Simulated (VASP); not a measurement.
Here is the system:

```xyz
2
Lattice="2.8379 0.0000 0.0000 0.0000 2.8379 0.0000 0.0000 0.0000 3.7207" Properties=species:S:1:pos:R:3 pbc="T T T"
Cu     0.0000     2.8379     3.7207
Au     1.4190     1.4190     1.8604
```

The numbers are results of PBE GGA with spin-orbit coupling, VASP's PBE PAW potentials (set 64) (plane waves; VASP 6.6.1), not measurements. Run with 400 eV cut-off, 12×12×9 Γ-centred mesh, Gaussian smearing of 0.050 eV, potentials Cu Au.

Question: Give the stress tensor in GPa (positive for a compressed cell).

Answer: 
```
-0.08   0.00   0.00
 0.00  -0.08   0.00
 0.00   0.00  -1.37
```
The pressure is its mean diagonal, -0.51 GPa.

The compound is CuAu in the L1_0 structure. It was relaxed first.
